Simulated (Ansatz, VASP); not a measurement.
# ZnO (zincite): VASP beside Ansatz, part 3 of 3

Aim: how closely do two programs agree when they are given the same cell, functional and k mesh? The cell is taken from a series of runs on this material, whose earlier steps may have relaxed, scaled, displaced or heated it; both programs get it as it stands.

VASP 6.6.1 and Ansatz 0.2.0.

So far: Starting point; VASP: zone-centre phonons, PBE.

## Step 3: Ansatz: zone-centre phonons, PBE

Level of this step: Ansatz beside VASP: Kohn-Sham DFT, plane waves, PBE (Ansatz).

Ansatz runs on its PAW soft_1 files.

The same cell, functional and mesh now go to Ansatz, which takes its cutoff from its data sets.

input.yaml

```yaml
crystal:
  lattice:
    - [3.2798934117, 0.0, 0.0]
    - [-1.6399467058, 2.8404710162, 0.0]
    - [0.0, 0.0, 5.2942837514]
  atoms:
    - { symbol: Zn, position: [0.3333333333, 0.6666666667, 0.4999733334] }
    - { symbol: Zn, position: [0.6666666667, 0.3333333333, -2.66666e-05] }
    - { symbol: O, position: [0.6666666667, 0.3333333333, 0.3790366666] }
    - { symbol: O, position: [0.3333333333, 0.6666666667, 0.8790366666] }
kpoints:
  mp_grid: { grid: [15, 15, 10] }
hamiltonian:
  xc: pbe
  pseudopotentials: { kind: paw, azcp: { folder: soft_1 } }
scf:
  occupations: { method: fixed }
output:
  eigenvalues: true
phonons:
  method: dfpt
  dielectric: true
  rigid_motions: translations
```

Run with:

```sh
ansatz run input.yaml --threads 8 --pin off --max-ram 16384MiB --backend cpu --events-out ev --progress --plain --runs-dir out
```

Numbers of over 12 decimals in the logs are rounded to 6 here.

The program printed:

```text
Engine: ansatz 0.2.0, aarch64-unknown-linux-gnu
Pseudopotentials: kind: paw
Pseudopotential: Zn, paw, valence charge 12, recommended cutoff 420 eV (normal), soft_1/Zn.paw.azcp
Pseudopotential: O, paw, valence charge 6, recommended cutoff 420 eV (normal), soft_1/O.paw.azcp
Functional definition: PBE
  parameter kappa = 0.804
  parameter beta = 0.066725
  exchange = pbe_x(kappa = kappa, mu = beta*pi^2/3)
  correlation = pbe_c(beta = beta)
Crystal: 4 atoms, lattice volume = 49.324 Å³
Basis set: ecut = 420 eV, 989 PW (Γ), exchange–correlation on 48×48×72 points (8 copies of the dense FFT grid, shifted against one another)
Bands: 22, of which v1, the nominal top of the filled ones, is band 18 counted from 1 (17 counted from 0)
Symmetry: 12 space group operations
k-points: 608 of 2250 (irreducible under 2 space group operations, time reversal used)
Non-local potential: Zn, projectors of the file, l = 0: 2, l = 1: 2, l = 2: 3, l = 3: 1
Non-local potential: O, projectors of the file, l = 0: 2, l = 1: 2, l = 2: 1
PAW form: soft (Blöchl's): semilocal exchange-correlation on the pseudo side does not see the compensation charge
PAW one-centre angular grid: Zn, 590 points (default); XC on 64 Gauss nodes
PAW one-centre angular grid: O, 110 points (default); XC on 64 Gauss nodes
Initial density: superposition of atomic densities (chi_scale 0.1, normalization cell, long waves kept (reshape's long-wave potential 0.00 eV rms))
Initial wavefunctions: pseudopotential atomic-orbital guess
Functional: x = pbe(κ = 0.804, μ = 0.219515), c = pbe(β = 0.066725)
SCF iter   1: F=—  HF=-7774.647493 eV  |F-HF|=—  |Δ(HF+E_count)|=         —  Δρ=1.08e-1  dr2=3.08e0  ethr=3.10e-3  ⟨swp⟩=4.4  Hψ=60653  notcnv=0  defer=1103
preconditioner: auto → Resta (q_TF=auto, 2.589 Å⁻¹)  ε∞=6.4  [insulator: Δε(μ)=1.114 eV  Ē_g=13.656 eV  n_scr=22 (ndim 8)  ℏωp=31.7 eV  f_vac=0.001  ε∞_Penn≈6.4]
SCF iter   2: F=—  HF=-7773.806244 eV  |F-HF|=—  |Δ(HF+E_count)|=   8.41e-1  Δρ=2.28e-2  dr2=2.37e-1  ethr=3.10e-3  ⟨swp⟩=2.1  Hψ=30204  notcnv=0  defer=380
SCF iter   3: F=—  HF=-7773.700919 eV  |F-HF|=—  |Δ(HF+E_count)|=   1.05e-1  Δρ=1.85e-2  dr2=1.36e-1  ethr=6.58e-4  ⟨swp⟩=2.0  Hψ=29209  notcnv=0  defer=1191
SCF iter   4: F=—  HF=-7773.693534 eV  |F-HF|=—  |Δ(HF+E_count)|=   7.38e-3  Δρ=7.23e-3  dr2=1.39e-2  ethr=3.77e-4  ⟨swp⟩=2.0  Hψ=24320  notcnv=0  defer=1216
SCF iter   5: F=—  HF=-7773.703723 eV  |F-HF|=—  |Δ(HF+E_count)|=   1.02e-2  Δρ=2.11e-3  dr2=1.42e-3  ethr=3.85e-5  ⟨swp⟩=2.8  Hψ=29985  notcnv=0  defer=1216
SCF iter   6: F=—  HF=-7773.704051 eV  |F-HF|=—  |Δ(HF+E_count)|=   3.28e-4  Δρ=8.12e-4  dr2=2.64e-4  ethr=3.95e-6  ⟨swp⟩=2.9  Hψ=24149  notcnv=0  defer=1216
SCF iter   7: F=—  HF=-7773.704141 eV  |F-HF|=—  |Δ(HF+E_count)|=   8.95e-5  Δρ=3.56e-4  dr2=3.85e-5  ethr=7.34e-7  ⟨swp⟩=2.0  Hψ=25355  notcnv=0  defer=1216
SCF iter   8: F=—  HF=-7773.704149 eV  |F-HF|=—  |Δ(HF+E_count)|=   8.11e-6  Δρ=4.98e-5  dr2=1.34e-6  ethr=1.07e-7  ⟨swp⟩=2.0  Hψ=23238  notcnv=0  defer=17
SCF iter   9: F=—  HF=-7773.704152 eV  |F-HF|=—  |Δ(HF+E_count)|=   2.91e-6  Δρ=1.07e-5  dr2=5.33e-8  ethr=3.73e-9  ⟨swp⟩=2.0  Hψ=23542  notcnv=0
SCF iter  10: F=—  HF=-7773.704152 eV  |F-HF|=—  |Δ(HF+E_count)|=   8.07e-8  Δρ=1.41e-6  dr2=1.13e-9  ethr=1.48e-10  ⟨swp⟩=2.0  Hψ=23937  notcnv=0
SCF iter  11: F=-7773.704152 eV  HF=-7773.704152 eV  |F-HF|=3.27e-11  |Δ(HF+E_count)|=   1.07e-9  Δρ=2.68e-7  dr2=3.11e-11  ethr=1.00e-12  ⟨swp⟩=6.9  Hψ=86361  notcnv=0
SCF 1 converged in 11 iterations: F = -7773.704152 eV  dr2 = 3.11e-11
  greatest PAW one-centre occupation: 0.987 electrons in one spin orbital (limit 2), on the Zn atom at site 1 (counted from 0), in its partial waves of l = 2
NSCF: frozen V_eff on 4 k-points
DFPT response loops at Γ: preconditioner auto → Resta (q_TF=auto, 2.589 Å⁻¹)  ε∞=9.0 (no band partly filled); β = 1.00, the filter's whole step (`scf.mixing.beta` (0.50) is not read by the response loops at its default; to damp them type it under 1.00, their step now; it binds the ground state too); Broyden in place of MSR1
── the response to a field inside a basis, on 16×16×10 k-points: an SCF that follows is theirs, and a resumed run solves both again ──
Bands: 19, of which v1, the nominal top of the filled ones, is band 18 counted from 1 (17 counted from 0)
k-points: 360 of 2560 (irreducible under 4 space group operations, time reversal used)
Initial density: handed on by an earlier stage of this run
Initial wavefunctions: pseudopotential atomic-orbital guess (no wavefunctions were taken with the density)
Eigensolver: Dense (360 Hₖ)
SCF iter   1: F=—  HF=-7773.704132 eV  |F-HF|=—  |Δ(HF+E_count)|=         —  Δρ=4.36e-4  dr2=2.31e-5  ethr=1.00e-1
preconditioner: auto → Resta (q_TF=auto, 2.589 Å⁻¹)  ε∞=10.9  [insulator: Δε(μ)=0.943 eV  Ē_g=10.068 eV  n_scr=22 (ndim 8)  ℏωp=31.7 eV  f_vac=0.042  ε∞_Penn≈10.9]
SCF iter   2: F=—  HF=-7773.704136 eV  |F-HF|=—  |Δ(HF+E_count)|=   3.90e-6  Δρ=4.07e-4  dr2=3.64e-5  ethr=6.42e-8
SCF iter   3: F=—  HF=-7773.704135 eV  |F-HF|=—  |Δ(HF+E_count)|=   1.18e-6  Δρ=7.73e-5  dr2=8.44e-7  ethr=6.42e-8
SCF iter   4: F=—  HF=-7773.704132 eV  |F-HF|=—  |Δ(HF+E_count)|=   3.01e-6  Δρ=2.35e-5  dr2=1.11e-7  ethr=2.34e-9
SCF iter   5: F=-7773.704132 eV  HF=-7773.704132 eV  |F-HF|=5.00e-8  |Δ(HF+E_count)|=   2.76e-7  Δρ=1.80e-5  dr2=7.87e-8  ethr=3.09e-10
SCF 1 converged in 5 iterations: F = -7773.704132 eV  dr2 = 7.87e-8
DFPT response loops at Γ: preconditioner auto → Resta (q_TF=auto, 2.589 Å⁻¹)  ε∞=8.0 (no band partly filled); β = 1.00, the filter's whole step (`scf.mixing.beta` (0.50) is not read by the response loops at its default; to damp them type it under 1.00, their step now; it binds the ground state too); Broyden in place of MSR1
WARN: field response: ε∞ stands inside a basis, on 16×16×10 points; the force constants stand on the 15×15×10 k-mesh, whose period is 12.07 times the interband length at k = (0.0000, 0.0000, 0.0000), direct gap 0.741 eV, under 14: take them and everything formed from them as unconverged, and compare with a denser kpoints.mp_grid
SCF converged after 11 iterations
Free energy (F): -7773.704152 eV
Harris-Foulkes:  -7773.704152 eV  (|F-HF|=3.27e-11)
Internal energy: -7773.704152 eV  (E = F + TS)
E sigma→0 (E₀):  -7773.704152 eV
Fermi energy:    6.661575 eV
--- Per-component energies (eV) ---
  E_band       = 49.198410
  E_kinetic    = 628.076187
  E_local      = -4493.589623  (includes V_loc(G=0)·N_el)
  E_nonlocal   = 1755.642415
  E_hartree    = 1687.858295
  E_xc         = -297.803717
  E_vxc        = -281.845377  (∫ρ·V_xc dr)
  E_paw        = -4126.055042  (= ΣΔE_a)
  E_vpaw       = -934.802877  (= ΣTr[D̂ρ^β])
  E_aug_tail   = 0.000969  (compensation charges beyond the density's cutoff)
  E_ewald      = -2927.833636
  E_smearing   = -0.000000  (= −TS)
  E_closure    = 0.000000  (closes the sum)
  Σ components = -7773.704152   (vs F -7773.704152, Δ=0.00e0)
--- Band table (eV; the first three rows and the last of 608) ---
  k-point 0: bands = [... 14 lower, 5.9108, 6.5817, 6.6616, 6.6616, 7.4022, 11.7700, 14.7338, 19.4167]
  k-point 1: bands = [... 14 lower, 5.9296, 6.3159, 6.6437, 6.6437, 7.6991, 11.6838, 14.8110, 19.4177]
  k-point 2: bands = [... 14 lower, 5.9840, 5.9840, 6.5916, 6.5916, 8.2377, 11.4374, 15.0378, 19.2275]
  k-point 607: bands = [... 14 lower, 4.1074, 4.1466, 5.5096, 5.6428, 12.0031, 14.1448, 15.0924, 15.1551]
--- Phonons (Γ-DFPT): 4 representative perturbations + reference, on 608 of 2250 k-points (Σ response iterations 16) ---
  k mesh reduced under 2 symmetry operations, with k and −k counted as one. Each operation leaves every solved perturbation unchanged. A smaller set is not considered because the run solves the response to a homogeneous field
  ASR residual: 2.459e-4 → 0.000e0 eV/Å²; symmetrization residual: 1.121e-6 eV/Å²
  ASR residual per site (eV/Å²): 5.54e-5 5.54e-5 2.46e-4 2.46e-4
  Γ frequencies (cm⁻¹): 0.00 0.00 0.00 90.75 90.75 244.80 345.19 365.52 365.52 395.52 395.52 508.90
  ε∞ (high-frequency dielectric tensor):
        5.204067    -0.000000     0.000000
       -0.000000     5.204067    -0.000000
        0.000000    -0.000000     5.261748
  ε⁰ (static dielectric tensor: ions relaxed, cell fixed):
       10.455901    -0.000000     0.000000
       -0.000000    10.455901     0.000000
        0.000000     0.000000    11.462850
  ε⁰ − ε∞ (ionic part):
        5.251834     0.000000     0.000000
        0.000000     5.251834     0.000000
        0.000000     0.000000     6.201101
  softest optical mode at Γ: 90.75 cm⁻¹; the repairs (sum rule, projections) moved no ω² at Γ by more than (2.10 cm⁻¹)²
  Born effective charges Z* (e; rows j = field, columns β = displacement):
    site 0:
         2.12611   -0.00000   -0.00000
        -0.00000    2.12611   -0.00000
        -0.00000   -0.00000    2.18178
    site 1:
         2.12611   -0.00000    0.00000
        -0.00000    2.12611    0.00000
         0.00000    0.00000    2.18178
    site 2:
        -2.12611    0.00000    0.00000
         0.00000   -2.12611    0.00000
        -0.00000    0.00000   -2.18178
    site 3:
        -2.12611    0.00000   -0.00000
         0.00000   -2.12611   -0.00000
        -0.00000    0.00000   -2.18178
  Z* charge neutrality: 1.437e-3 e pre-enforcement
  solved inside a basis spanned on kpoints, on 16×16×10 k-points, its susceptibility summed on 24×24×14: ε∞ is read to err by 2.1e-2, Z* by 2.1e-2 e (field_mesh: kpoints solves on kpoints); Z* is corrected for what the basis lacks
  optical modes at Γ without the LO–TO term, one row a degenerate level:
      ω (cm⁻¹)  modes    IR ((D/Å)²/amu)
         90.75      2             0.0000
        244.80      1             0.0000
        345.19      1            17.0879
[...]
optical modes at Γ + LO–TO along q̂ = [1.0000, 0.0000, 0.0000]:
      ω (cm⁻¹)  modes    IR ((D/Å)²/amu)
[...]
optical modes at Γ + LO–TO along q̂ = [0.0000, 1.0000, 0.0000]:
      ω (cm⁻¹)  modes    IR ((D/Å)²/amu)
[...]
508.90      1             0.0000
        518.11      1            16.2269
  optical modes at Γ + LO–TO along q̂ = [0.0000, 0.0000, 1.0000]:
      ω (cm⁻¹)  modes    IR ((D/Å)²/amu)
         90.75      2             0.0000
        244.80      1             0.0000
        365.52      2            32.4539
        395.52      2             0.0000
        508.90      1             0.0000
        509.50      1            17.0879
```

In the SCF lines HF is the Harris–Foulkes energy and dr2 the Hartree energy of the density residual, in eV; the loop may stop once dr2 is under the threshold and the program's other checks hold. Hψ counts applications of the Hamiltonian.

## Step 4: Differences

Known differences besides the potentials themselves: fixed occupations in Ansatz, narrow Gaussian smearing in VASP; VASP's response is taken on the typed mesh, Ansatz refines its own for the field response alone; the cutoff is 420 eV in Ansatz and 600 eV in VASP; VASP's log repeats an internal error in its field response. Total energies have different zeros and are not compared.

The two programs side by side:

```csv
quantity,Ansatz,VASP,difference
ε∞ xx,5.20,5.31,-1.93 %
ε∞ yy,5.20,5.31,-1.93 %
ε∞ zz,5.26,5.31,-0.82 %
Born charge of Zn1 (mean of the diagonal) (e),2.14,2.15,0.00
Born charge of O3 (mean of the diagonal) (e),-2.14,-2.15,0.00
optical mode 1 to 2 (cm⁻¹),90.8,89.6,+1.23 %
optical mode 3 (cm⁻¹),244.8,247.5,-1.10 %
optical mode 4 (cm⁻¹),345.2,353.2,-2.26 %
optical mode 5 to 6 (cm⁻¹),365.5,372.9,-1.98 %
optical mode 7 to 8 (cm⁻¹),395.5,403.4,-1.96 %
optical mode 9 (cm⁻¹),508.9,514.0,-0.98 %
```

Modes are paired by rising frequency, not by their patterns, so a pair may set unlike modes beside each other; they are those without the splitting of longitudinal modes.

## Step 5: What came out

| Item | Value |
| --- | --- |
| r.m.s. difference of the optical zone-centre modes, each program's sorted by frequency (zone-centre phonons, PBE) | 6.1 cm⁻¹ |
| difference in optical mode 4 (zone-centre phonons, PBE) | -2.3 % |

The r.m.s. difference of the optical zone-centre modes, each program's sorted by frequency is 6.1 cm⁻¹ (zone-centre phonons, PBE). Among the rows given in per cent, the largest difference of the zone-centre phonons, PBE pair is in optical mode 4, -2.3 %. Such differences can come from data sets, numerical settings and the points named under the comparisons, not from the functional's error against experiment.

[Lines on the potential files, build, host, timing and source positions are cut from VASP's logs without a mark.]

[Logs are printed without paths, hosts, clocks, repeated set-up lines and the standing remarks that a program may print on its own settings, such as how far it seeks lower states.]

[Hosts, paths, dates, database ids (printed as entryN), source tags and the programs' standing remarks are cut or masked in the printed files.]
